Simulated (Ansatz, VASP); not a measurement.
# Cross-check of SnPt (CsCl type (invented)) between VASP and Ansatz, part 2 of 2

Wanted: the spread between two codes on one cell, functional and k mesh. The cell is generated by rule, not measured, and may not be a known phase. Of the first pair: The two relaxations start from unlike cells of this crystal (the structure described is Ansatz's start), so only their ends are compared.

VASP 6.6.1 and Ansatz 0.2.0.

So far: Starting point; VASP: relaxation of cell and atoms, LDA, pair 1; Ansatz: relaxation of cell and atoms, LDA, pair 1; Side by side.

### 5. VASP: relaxation of cell and atoms, LDA, pair 2

Level of this step: LDA; plane waves and PAW (Pt, Sn_d); invented cell (VASP).

The relaxed volume is the usual yardstick between codes: in a stiff, nearly cubic crystal its relative difference is about their pressure difference at one cell divided by the bulk modulus. Its start cell is another than that of the pair before, and may be another structure of the material.

INCAR

```
SYSTEM = SnPt
PREC = Accurate
ENCUT = 500
EDIFF = 1E-07
NELM = 120
ISMEAR = 0
SIGMA = 0.1
LREAL = .FALSE.
ALGO = Normal
GGA = PW92
NBANDS = 18
LASPH = .TRUE.
LORBIT = 11
LWAVE = .FALSE.
LCHARG = .FALSE.
ISIF = 3
IBRION = 2
NSW = 80
EDIFFG = -0.005
GGA_COMPAT = .FALSE.
NELMIN = 4
```

POSCAR

```
SnPt
1.0
    3.2978140000      0.0000000000      0.0000000000
    0.0000000000      3.2978140000      0.0000000000
    0.0000000000      0.0000000000      3.2978140000
Pt Sn
1 1
Direct
    0.0000000000      0.0000000000      0.0000000000
    0.5000000000      0.5000000000      0.5000000000
```

KPOINTS

```
Automatic mesh
0
Gamma
12 12 12
0 0 0
```

PAW data sets: Pt and Sn_d (LDA family, release 64).

Launch:

```sh
mpirun -np 1 vasp_std
```

Numbers of over 12 decimals in the logs are rounded to 6 here.

The program printed:

```text
[banner, memory and clock lines left out]
running    1 mpi-ranks, on    1 nodes
[...]
[... a notice as in an earlier step ...]

 LDA part: xc-table for (Slater(with rela. corr.)+PW92), standard interpolation
 POSCAR, INCAR and KPOINTS ok, starting setup
[...]
entering main loop
       N       E                     dE             d eps       ncg     rms          rms(c)
DAV:   1     0.174655863305E+03    0.17466E+03   -0.12056E+04  3204   0.196E+03
DAV:   2     0.114775193040E+01   -0.17351E+03   -0.16740E+03  3158   0.426E+02
DAV:   3    -0.124252513732E+02   -0.13573E+02   -0.13327E+02  3294   0.104E+02
DAV:   4    -0.127241356463E+02   -0.29888E+00   -0.29837E+00  3442   0.152E+01
[...]
DAV:  10    -0.124276596378E+02    0.23989E-04   -0.12230E-04  3540   0.107E-01    0.203E-02
DAV:  11    -0.124276581395E+02    0.14983E-05   -0.54337E-06  3960   0.186E-02    0.508E-03
DAV:  12    -0.124276580537E+02    0.85811E-07   -0.63575E-07  3626   0.898E-03
   1 F= -.12427658E+02 E0= -.12425279E+02  d E =-.124277E+02
[...]
DAV:   8    -0.124271530522E+02    0.14439E-07   -0.84770E-08  1730   0.220E-03
   2 F= -.12427153E+02 E0= -.12424762E+02  d E =0.505001E-03
 trial-energy change:    0.000505  1 .order    0.000513   -0.002519    0.003545
 step:   0.4173(harm=  0.4154)  dis= 0.00000  next Energy=   -12.428184 (dE=-0.526E-03)
[...]
N       E                     dE             d eps       ncg     rms          rms(c)
DAV:   1    -0.124450546684E+02   -0.17902E-01   -0.31266E-01  3542   0.809E+00    0.791E-01
DAV:   2    -0.124305030912E+02    0.14552E-01   -0.53032E-02  3266   0.236E+00    0.292E-01
DAV:   3    -0.124286811626E+02    0.18219E-02   -0.37125E-03  4034   0.955E-01    0.136E-01
DAV:   4    -0.124282219180E+02    0.45924E-03   -0.11111E-03  4190   0.524E-01    0.356E-02
DAV:   5    -0.124281894639E+02    0.32454E-04   -0.76835E-05  3828   0.993E-02    0.819E-03
DAV:   6    -0.124281884590E+02    0.10049E-05   -0.26761E-06  4402   0.175E-02    0.377E-03
DAV:   7    -0.124281883493E+02    0.10970E-06   -0.28052E-07  3484   0.555E-03    0.539E-04
DAV:   8    -0.124281883491E+02    0.13461E-09   -0.32010E-08  1610   0.171E-03
   3 F= -.12428188E+02 E0= -.12425802E+02  d E =-.530295E-03
[...]
reached required accuracy - stopping structural energy minimisation
```

From OUTCAR (step 5):

```text
  Total       -0.0021125     -0.0021125     -0.0021125     -0.0000000     -0.0000000     -0.0000000
  in kB       -0.0938403     -0.0938403     -0.0938403     -0.0000000     -0.0000000     -0.0000000
  external PRESSURE =      -0.0938403 kB  Pullay stress =       0.0000000 kB

 POSITION                                       TOTAL-FORCE (eV/Angst)
 -----------------------------------------------------------------------------------
      0.00000      0.00000      0.00000        -0.000000     -0.000000      0.000000
      1.65200      1.65200      1.65200         0.000000      0.000000      0.000000
 -----------------------------------------------------------------------------------
    total drift:                                0.000000      0.000000     -0.000000

  FREE ENERGIE OF THE ION-ELECTRON SYSTEM (eV)
  ---------------------------------------------------
  free  energy   TOTEN  =       -12.4281883491 eV

  energy  without entropy=      -12.4234153290  energy(sigma->0) =      -12.42580184

[... 1 part as in an earlier step ...]

[... 3 further parts left out ...]
[key lines of the parts left out:]
E-fermi :  11.4511
```

### 6. Ansatz: relaxation of cell and atoms, LDA, pair 2

The same cell, functional (in two slightly different forms), mesh and smearing now go to Ansatz, which takes its cutoff from its data sets.

The cell is taken from a series of runs on this material, whose earlier steps may have relaxed, scaled, displaced or heated it; both programs get it as it stands.

input.yaml

```yaml
crystal:
  lattice:
    - [3.2978140519, 0.0, 0.0]
    - [0.0, 3.2978140519, 0.0]
    - [0.0, 0.0, 3.2978140519]
  atoms:
    - { symbol: Pt, position: [0.0, 0.0, 0.0] }
    - { symbol: Sn, position: [0.5, 0.5, 0.5] }
kpoints:
  mp_grid: { grid: [12, 12, 12] }
hamiltonian:
  xc: lda
scf:
  occupations: { method: gaussian, width: 0.1 }
output:
  forces: true
  stress: true
  eigenvalues: true
  write_density: true
  write_potential: true
  elf: true
  volumetric_format: npy
relax:
  adjacent_minimum: "off"
  f_tol: 0.005
  max_steps: 80
  cell: { stress_tol: 0.05 }
```

Launch:

```sh
ansatz run input.yaml --threads 2 --pin off --max-ram 5120MiB --backend cpu --events-out ev --progress --plain --runs-dir out
```

The program printed:

```text
[...]
Crystal: 2 atoms, lattice volume = 35.866 Å³
Basis set: ecut = 420 eV, 739 PW (Γ)
Bands: 20, of which v1, the nominal top of the filled ones, is band 16 counted from 1 (15 counted from 0)
Symmetry: 48 space group operations
[...]
k-points: 84 of 1728
[...]
k-point 83: bands = [... 12 lower, 14.4877, 16.8275, 16.8275, 20.5594, 20.5594, 20.5594, 20.6873, 22.1762]
--- Relaxed structure (3 steps of the walk, 2 accepted, 1 SCFs on fresh bases) ---
[...]
cell:  # Å, volume = 36.0001 Å³
    - [3.301931, 0, 0]
    - [0, 3.301931, 0.0]
    - [0.0, 0.0, 3.301931]
  atoms:
    - { symbol: Pt, position: [0, 0, 0] }
    - { symbol: Sn, position: [0.500000, 0.500000, 0.500000] }
[key lines of the parts left out:]
SCF converged after 8 iterations
Free energy (F): -18124.951960 eV
Fermi energy:    18.480280 eV
P = ⅓ Tr σ = -0.0093 GPa (-0.093 kbar)
```

### 7. Differences

What differs besides the data sets and the points named for the pairs above, as far as they apply: the data sets hold 32 valence electrons in Ansatz (on its default PAW (the set named soft_2) files) and 24 in VASP. Total energies have different zeros and are not compared.

The two programs side by side:

| quantity | Ansatz | VASP | difference |
| --- | --- | --- | --- |
| volume (Å³) | 36.00 | 36.07 | -0.19 % |
| edge a after relaxation, in the typed setting (Å) | 3.302 | 3.304 | -0.06 % |

### 8. Summary of results

```yaml
difference_in_volume_relaxation_of_cell_and_atoms_lda_pair_1: -0.13 %
difference_in_volume_relaxation_of_cell_and_atoms_lda_pair_2: -0.19 %
```

The difference in volume is -0.19 % (relaxation of cell and atoms, LDA, pair 2), within the 1.2 % picked in this series as the mark of a large difference, as far as the stopping tolerances let one tell. The data sets hold unlike numbers of valence electrons (32 in Ansatz and 24 in VASP), so part of the differences comes from the potentials. Such differences can come from data sets, numerical settings and the points named under the comparisons, not from the functional's error against experiment.

[Lines on the potential files, build, host, timing and source positions are cut from VASP's logs without a mark.]

[Logs are printed without paths, hosts, clocks, repeated set-up lines and the standing remarks that a program may print on its own settings, such as how far it seeks lower states.]

[Hosts, paths, dates, database ids (printed as entryN), source tags and the programs' standing remarks are cut or masked in the printed files.]
